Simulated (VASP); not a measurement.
# Be3Se2S (Cmc2_1) in VASP: density of states with PBE

Aim: the density of states of Be3Se2S with PBE.

Program: VASP 6.6.1. These are calculated values, not measurements. Logs are shortened: lines on timing, memory, paths and dates and some standing lists are left out, and cuts for length are marked.

## (1) The crystal as given

The structure is orthorhombic, space group Cmc2_1 (No. 36). Conventional cell: a = 10.746 Å, b = 6.202 Å, c = 5.902 Å, α = 90.00°, β = 90.00°, γ = 90.00°. Around Be (site symmetry 1) lie 1 S at 2.11 Å and 3 Se at 2.24 Å. Be (site symmetry m) is surrounded by 2 S at 2.12 to 2.14 Å and 2 Se at 2.24 Å. Se (site symmetry 1) is surrounded by 4 Be at 2.24 Å. Around S (site symmetry m) lie 4 Be at 2.11 to 2.14 Å.

The cell was built by a generator and needn't be a form met in nature.

## (2) Density of states, PBE

File POSCAR:

```
Be3Se2S
1.0
    5.3729100000     -3.1012500000      0.0000000000
    5.3729100000      3.1012500000      0.0000000000
    0.0000000000      0.0000000000      5.9023400000
Be Se S
6 4 2
Direct
    0.5144170000      0.1660840000      0.6131090000
    0.8339160000      0.4855830000      0.6131090000
    0.1538120000      0.8461880000      0.6311330000
    0.1660840000      0.5144170000      0.1131090000
    0.4855830000      0.8339160000      0.1131090000
    0.8461880000      0.1538120000      0.1311330000
    0.5032270000      0.1670340000      0.9928820000
    0.4967730000      0.8329660000      0.4928820000
    0.8329660000      0.4967730000      0.9928820000
    0.1670340000      0.5032270000      0.4928820000
    0.8378300000      0.1621700000      0.4941070000
    0.1621700000      0.8378300000      0.9941070000
```

File INCAR.step1:

```
ALGO     = Fast           # electronic algorithm
EDIFF    = 1E-7           # SCF threshold, eV
ENCUT    = 520            # plane-wave cutoff, eV
GGA      = PE             # functional
ISIF     = 2              # what is computed and relaxed
ISMEAR   = 0              # smearing method
KPAR     = 4            
LASPH    = True           # aspherical terms in the spheres
LCHARG   = True           # write CHGCAR
LREAL    = False          # projectors in reciprocal space
LWAVE    = False          # write WAVECAR
NBANDS   = 36             # bands
NELM     = 100            # most SCF steps
PREC     = Accurate       # precision mode
SIGMA    = 0.03           # smearing width, eV
```

File KPOINTS.step1:

```
k-points
0
Gamma
  6 6 4
```

File INCAR.step2:

```
ALGO     = Fast           # electronic algorithm
EDIFF    = 1E-7           # SCF threshold, eV
ENCUT    = 520            # plane-wave cutoff, eV
GGA      = PE             # functional
ICHARG   = 11             # starting density
ISIF     = 2              # what is computed and relaxed
ISMEAR   = -5             # smearing method
KPAR     = 4            
LASPH    = True           # aspherical terms in the spheres
LCHARG   = False          # write CHGCAR
LORBIT   = 10             # projections on sites
LREAL    = False          # projectors in reciprocal space
LWAVE    = False          # write WAVECAR
NBANDS   = 36             # bands
NEDOS    = 1001           # points of the DOS
NELM     = 100            # most SCF steps
PREC     = Accurate       # precision mode
SIGMA    = 0.03           # smearing width, eV
```

File KPOINTS.step2:

```
k-points
0
Gamma
  9 9 6
```

Potentials or basis: VASP PAW PBE potentials, release 64 (Be, Se, S).

The run is started by

```console
> cat potpaw_PBE.64/Be/POTCAR potpaw_PBE.64/Se/POTCAR potpaw_PBE.64/S/POTCAR > POTCAR
> cp INCAR.step1 INCAR
> cp KPOINTS.step1 KPOINTS
> mpirun -np 4 vasp_std > vasp.out
> cp INCAR.step2 INCAR
> cp KPOINTS.step2 KPOINTS
> mpirun -np 4 vasp_std > vasp.out
```

OUTCAR:

```text
EDIFF = 1E-7
   ENCUT = 520
   GGA = PE
   ICHARG = 11
   ISIF = 2
   ISMEAR = -5
   LASPH = True
   LORBIT = 10
   LREAL = False
   NELM = 100
   PREC = Accurate

 ion  position               nearest neighbor table
   1  0.514  0.166  0.613-  11 2.11   8 2.24  10 2.24   7 2.24
   2  0.834  0.486  0.613-  11 2.11  10 2.24   8 2.24   9 2.24
   3  0.154  0.846  0.631-  11 2.12  12 2.14   8 2.24  10 2.24
   4  0.166  0.514  0.113-  12 2.11   9 2.24   7 2.24  10 2.24
   5  0.486  0.834  0.113-  12 2.11   7 2.24   9 2.24   8 2.24
   6  0.846  0.154  0.131-  12 2.12  11 2.14   7 2.24   9 2.24
   7  0.503  0.167  0.993-   5 2.24   4 2.24   6 2.24   1 2.24
   8  0.497  0.833  0.493-   1 2.24   2 2.24   3 2.24   5 2.24
   9  0.833  0.497  0.993-   4 2.24   5 2.24   6 2.24   2 2.24
  10  0.167  0.503  0.493-   2 2.24   1 2.24   3 2.24   4 2.24
  11  0.838  0.162  0.494-   1 2.11   2 2.11   3 2.12   6 2.14
  12  0.162  0.838  0.994-   4 2.11   5 2.11   6 2.12   3 2.14

  LATTYP: Found a base centered orthorhombic cell.
 ALAT       =     6.2025000000
 B/A-ratio  =     1.7324981862
 C/A-ratio  =     0.9516066102

  Lattice vectors:

 A1 = (  -5.3729100000,  -3.1012500000,   0.0000000000)
 A2 = (   5.3729100000,  -3.1012500000,   0.0000000000)
 A3 = (   0.0000000000,   0.0000000000,   5.9023400000)

Analysis of symmetry for initial positions (statically):
=====================================================================
 Subroutine PRICEL returns:
 Original cell was already a primitive cell.

 Routine SETGRP: Setting up the symmetry group for a
 base centered orthorhombic supercell.

 Subroutine GETGRP returns: Found  4 space group operations
 (whereof  2 operations were pure point group operations)
 out of a pool of  8 trial point group operations.

The static configuration has the point symmetry C_1h.
 The point group associated with its full space group is C_2v.

Analysis of symmetry for dynamics (positions and initial velocities):
=====================================================================
 Subroutine PRICEL returns:
 Original cell was already a primitive cell.

 Routine SETGRP: Setting up the symmetry group for a
 base centered orthorhombic supercell.

 Subroutine GETGRP returns: Found  4 space group operations
 (whereof  2 operations were pure point group operations)
 out of a pool of  8 trial point group operations.

The dynamic configuration has the point symmetry C_1h.
 The point group associated with its full space group is C_2v.

 Subroutine INISYM returns: Found  4 space group operations
 (whereof  2 operations are pure point group operations),
 and found     1 'primitive' translations

----------------------------------------------------------------------------------------

                                     Primitive cell

  volume of cell :     196.6983

  direct lattice vectors                    reciprocal lattice vectors
     5.372910000 -3.101250000  0.000000000     0.093059441 -0.161225312  0.000000000
     5.372910000  3.101250000  0.000000000     0.093059441  0.161225312  0.000000000
     0.000000000  0.000000000  5.902340000     0.000000000  0.000000000  0.169424330

  length of vectors
     6.203701591  6.203701591  5.902340000     0.186154938  0.186154938  0.169424330

  position of ions in fractional coordinates (direct lattice)
     0.514417000  0.166084000  0.613109000
     0.833916000  0.485583000  0.613109000
     0.153812000  0.846188000  0.631133000
     0.166084000  0.514417000  0.113109000
     0.485583000  0.833916000  0.113109000
     0.846188000  0.153812000  0.131133000
     0.503227000  0.167034000  0.992882000
     0.496773000  0.832966000  0.492882000
     0.832966000  0.496773000  0.992882000
     0.167034000  0.503227000  0.492882000
     0.837830000  0.162170000  0.494107000
     0.162170000  0.837830000  0.994107000

  ion indices of the primitive-cell ions
   primitive index   ion index
                 1           1
                 2           2
                 3           3
                 4           4
                 5           5
                 6           6
                 7           7
                 8           8
                 9           9
[... 26 lines left out ...]

 Subroutine IBZKPT returns following result:
 ===========================================

 Found    100 irreducible k-points:

 Following reciprocal coordinates:
            Coordinates               Weight
  0.000000  0.000000  0.000000      1.000000
  0.111111  0.000000  0.000000      4.000000
  0.222222  0.000000  0.000000      4.000000
  0.333333  0.000000  0.000000      4.000000
  0.444444  0.000000  0.000000      4.000000
  0.111111  0.111111  0.000000      2.000000
[... 16 lines left out ...]
 -0.333333  0.333333  0.000000      2.000000
  0.444444  0.444444  0.000000      2.000000
 [... further k-points ...]
   k-points           NKPTS =    100   k-points in BZ     NKDIM =    100   number of bands    NBANDS=     36
   number of dos      NEDOS =   1001   number of ions     NIONS =     12
   total plane-waves  NPLWV = 110592
   dimension x,y,z NGX =    48 NGY =   48 NGZ =   48
   dimension x,y,z NGXF=    96 NGYF=   96 NGZF=   96
   ions per type =               6   4   2
   NGX,Y,Z   is equivalent  to a cutoff of  12.86, 12.86, 13.52 a.u.
   NGXF,Y,Z  is equivalent  to a cutoff of  25.73, 25.73, 27.04 a.u.
 SYSTEM =  unknown system
   PREC   = accura    normal or accurate (medium, high low for compatibility)
   ISTART =      0    job   : 0-new  1-cont  2-samecut
   ICHARG =     11    charge: 1-file 2-atom 10-const
   ISPIN  =      1    spin polarized calculation?
   LNONCOLLINEAR =      F non collinear calculations
   LSORBIT =      F    spin-orbit coupling
   LASPH  =      T    aspherical Exc in radial PAW
   ENCUT  =  520.0 eV  38.22 Ry    6.18 a.u.  11.53 11.53 10.97*2*pi/ulx,y,z
   NELM   =    100;   NELMIN=  2; NELMDL=  0     # of ELM steps
   EDIFF  = 0.1E-06   stopping-criterion for ELM
   LREAL  =      F    real-space projection
   EDIFFG = 0.1E-05   stopping-criterion for IOM
   NSW    =      0    number of steps for IOM
   IBRION =     -1    ionic relax: 0-MD 1-quasi-New 2-CG
   NFREE  =      0    steps in history (QN), initial steepest desc. (CG)
   ISIF   =      2    stress and relaxation
   ISYM   =      2    0-nonsym 1-usesym 2-fastsym
   POTIM  = 0.5000    time-step for ionic-motion
   TEBEG  =    0.0;   TEEND  =   0.0 temperature during run
   PSTRESS=    0.0 pullay stress
   NELECT =      48.0000    total number of electrons
   NUPDOWN=      -1.0000    fix difference up-down
   EMIN   =  10.00;   EMAX   =-10.00  energy-range for DOS
   EFERMI =   0.00;   METHOD = LEGACY
   ISMEAR =    -5;   SIGMA  =   0.03  broadening in eV -4-tet -1-fermi 0-gaus
   EFERMI_NEDOS =   21; number of points for ismear=-14 and -15
   IALGO  =     68    algorithm
   IMIX   =      4    mixing-type and parameters
     AMIX     =   0.40;   BMIX     =  1.00
     AMIX_MAG =   1.60;   BMIX_MAG =  1.00
  volume/ion in A,a.u.               =      16.39       110.62
  Fermi-wavevector in a.u.,A,eV,Ry     =   1.023030  1.933246 14.239728  1.046590
  Thomas-Fermi vector in A             =   2.156741
   LORBIT       =     10    0 simple, 1 ext, 2 COOP (PROOUT), +10 PAW based schemes
   GGA     = PE    functional components
   LHFCALC =     F    Hartree Fock is set to
   AEXX    =    0.0000 exact exchange contribution
   IVDW    =     0    specifies the selected vdW correction
   LEPSILON=     F    determine dielectric tensor
   LRPA    =     F    only Hartree local field effects (RPA)
 non-spin polarized calculation
 RMM-DIIS sequential band-by-band and
 Fermi weights with tetrahedron method with Bloechl corrections
  energy-cutoff  :      520.00
  volume of cell :      196.70
 maximum number of plane-waves:      5328
 NGX is ok and might be reduce to    48

 number of electron      47.9999999 magnetization

 Free energy of the ion-electron system (eV)
  ---------------------------------------------------
  ext. energy  EPLUGINS =         0.00000000
  ---------------------------------------------------
  free energy    TOTEN  =       -55.29691483 eV

  energy without entropy =      -55.29691483  energy(sigma->0) =      -55.29691483

 E-fermi :   3.5317     XC(G=0):  -9.4454

 val. band max:        3.5204679062   @ k =   0.0000   0.0000   0.0000
 cond. band min:       6.9313571558   @ k =   0.0000   0.0000   0.0000
 fundamental gap:      3.4108892496
 Fermi energy:         3.5316982950

 k-point     1 :       0.0000    0.0000    0.0000
  band No.  band energies     occupation
      1     -10.2322      2.00000
      2      -8.9103      2.00000
      3      -8.5859      2.00000
      4      -8.5412      2.00000
      5      -8.3712      2.00000
      6      -8.3669      2.00000
[... 925 lines left out ...]
     35       9.9375      0.00000
     36      10.0464      0.00000

 [... further k-points ...]
[... 5 lines left out ...]
  --------------------------------------------------------------------------------------
  -------------------------------------------------------------------------------------
  Total       -0.0020847     -0.0152594     -0.0136355      0.0000000      0.0000000      0.0000000
  in kB       -0.0169803     -0.1242929     -0.1110662      0.0000000      0.0000000      0.0000000
  external PRESSURE =      -0.0841131 kB  Pullay stress =       0.0000000 kB

 VOLUME and BASIS-vectors are now :
 -----------------------------------------------------------------------------
  energy-cutoff  :      520.00
  volume of cell :      196.70
      direct lattice vectors                 reciprocal lattice vectors
     5.372910000 -3.101250000  0.000000000     0.093059441 -0.161225312  0.000000000
     5.372910000  3.101250000  0.000000000     0.093059441  0.161225312  0.000000000
     0.000000000  0.000000000  5.902340000     0.000000000  0.000000000  0.169424330

 POSITION                                       TOTAL-FORCE (eV/Angst)
 -----------------------------------------------------------------------------------
      3.65627     -1.08027      3.61878        -0.000399      0.002173      0.001141
      7.08955     -1.08027      3.61878         0.000399      0.002173      0.001141
      5.37291      2.14723      3.72516         0.000000      0.005200     -0.000195
      3.65627      1.08027      0.66761        -0.000399     -0.002173      0.001141
      7.08955      1.08027      0.66761         0.000399     -0.002173      0.001141
      5.37291     -2.14723      0.77399         0.000000     -0.005200     -0.000195
      3.60125     -1.04262      5.86033         0.001024     -0.000656     -0.000463
      7.14457      1.04262      2.90916        -0.001024      0.000656     -0.000463
      7.14457     -1.04262      5.86033        -0.001024     -0.000656     -0.000463
      3.60125      1.04262      2.90916         0.001024      0.000656     -0.000463
      5.37291     -2.09539      2.91639         0.000000      0.003354     -0.001160
      5.37291      2.09539      5.86756         0.000000     -0.003354     -0.001160
 -----------------------------------------------------------------------------------
    total drift:                                0.000000     -0.000000     -0.000285

  FREE ENERGIE OF THE ION-ELECTRON SYSTEM (eV)
  ---------------------------------------------------
  free  energy   TOTEN  =       -55.2969148336 eV

  energy  without entropy=      -55.2969148336  energy(sigma->0) =      -55.29691483

 total charge

# of ion       s       p       d       tot
------------------------------------------
    1        0.376   0.602   0.000   0.979
    2        0.376   0.602   0.000   0.979
    3        0.374   0.600   0.000   0.974
    4        0.376   0.602   0.000   0.979
    5        0.376   0.602   0.000   0.979
    6        0.374   0.600   0.000   0.974
    7        1.424   2.520   0.030   3.975
    8        1.424   2.520   0.030   3.975
    9        1.424   2.520   0.030   3.975
   10        1.424   2.520   0.030   3.975
   11        1.305   2.506   0.000   3.811
   12        1.305   2.506   0.000   3.811
--------------------------------------------------
tot         10.561  18.701   0.121  29.383
```

Wall time 4 min (4 MPI ranks of Intel Xeon Platinum 8259CL at 2.50GHz (Skylake/Cascade Lake), shared host); peak memory 0.69 GiB.

What came out:

```yaml
Valence_electrons_inside_the_program's_atomic_spheres: Be 0.98, 0.97; Se 3.98; S 3.81
```

Levels at points of the mesh, in eV from the valence-band top:
| k point | band 22 | band 23 | band 24 | band 25 | band 26 | band 27 |
| --- | --- | --- | --- | --- | --- | --- |
| (0.00, 0.00, 0.00) | -0.15 | -0.02 | 0.00 | 3.41 | 3.43 | 4.28 |
| (0.00, 0.00, 0.50) | -0.63 | -0.60 | -0.60 | 4.63 | 4.63 | 4.78 |

States per cell in windows of 1 eV (zero at the valence-band top; states under -8 eV left out):
```tsv
from (eV)	total	Se7_p	Se8_p	Se9_p	Se10_p	S11_p	S12_p
-8.0	0.00	0.00	0.00	0.00	0.00	0.00	0.00
-7.0	0.00	0.00	0.00	0.00	0.00	0.00	0.00
-6.0	3.22	0.14	0.14	0.14	0.14	0.24	0.24
-5.0	6.80	0.33	0.33	0.33	0.33	0.51	0.51
-4.0	6.09	0.33	0.33	0.33	0.33	0.51	0.51
-3.0	8.37	0.56	0.56	0.56	0.56	0.68	0.68
-2.0	8.56	0.82	0.82	0.82	0.82	0.41	0.41
-1.0	3.08	0.33	0.33	0.33	0.33	0.16	0.16
0.0	0.00	0.00	0.00	0.00	0.00	0.00	0.00
1.0	0.00	0.00	0.00	0.00	0.00	0.00	0.00
2.0	0.00	0.00	0.00	0.00	0.00	0.00	0.00
3.0	1.68	0.01	0.01	0.01	0.01	0.01	0.01
4.0	7.22	0.06	0.06	0.06	0.06	0.05	0.05
5.0	8.41	0.10	0.10	0.10	0.10	0.10	0.10
6.0	6.43	0.10	0.10	0.10	0.10	0.10	0.10
7.0	0.26	0.01	0.01	0.01	0.01	0.01	0.01
```
